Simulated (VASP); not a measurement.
An input for Ansatz (written as the equivalent of a VASP run, and not itself run):

Ansatz 0.2 input:
```yaml
crystal:
  lattice:
    - [0.0000000, 3.0172943, 3.0172943]
    - [3.0172943, 0.0000000, 3.0172943]
    - [3.0172943, 3.0172943, 0.0000000]
  atoms:
    - { symbol: Ti, position: [1.0000000, 0.0000000, 1.0000000] }
    - { symbol: Al, position: [0.2500000, 0.2500000, 0.2500000] }
kpoints:
  mp_grid: { grid: [10, 10, 10] }
hamiltonian:
  xc: r2scan
  pseudopotentials: { kind: paw }
scf:
  occupations: { method: methfessel_paxton, width: 0.1 }
  max_iter: 100
relax:
  max_steps: 60
  f_tol: 0.01
  cell: {}
output: { forces: true, stress: true, eigenvalues: true }
```

Task: Translate this input to VASP (INCAR, KPOINTS, POSCAR, choice of POTCAR).

Result: Several could match; the one computed here: 
**POSCAR**
```
TiAl
1
    0.0000000000     3.0172943265     3.0172943265
    3.0172943265     0.0000000000     3.0172943265
    3.0172943265     3.0172943265     0.0000000000
Ti Al
1 1
Direct
  1.0000000000   0.0000000000   1.0000000000
  0.2500000000   0.2500000000   0.2500000000
```

**INCAR**
```
# general
SYSTEM =TiAl
PREC   =Accurate
ENCUT  =400
LREAL  =F   # projection in real space or not
LASPH  =T   # aspherical one-centre terms

# electronic loop
EDIFF  =1E-6   # SCF stop (eV)
NELM   =100
ALGO   =Normal
LMAXMIX=4   # l cut-off of mixed one-centre charges
LMIXTAU=T

# smearing
ISMEAR =1
SIGMA  =0.1

# functional
METAGGA=R2SCAN

# ions
IBRION =2
NSW    =60
ISIF   =3
EDIFFG =-0.01   # ionic stop

# output
LWAVE  =F
LCHARG =F
```

File KPOINTS:
```
Automatic mesh
0
Gamma
10 10 10
0 0 0
```

POTCAR, in this order: Ti_sv Al (PBE.64 set). Program: vasp_std.

What does not carry over: each code has its own PAW files, so the cut-off isn't converted (ENCUT is set for VASP's; basis.ecutwfc is left out, and Ansatz then takes the one that its files recommend); Ansatz stops its SCF on the density residual and VASP on the energy change (EDIFF).

The structure was generated: TiAl was put into the zinc blende type (F-43m), which need not be its known phase. This run relaxes it. Symmetry was kept, so distortions that lower it aren't found. The start is the result of an earlier pass.
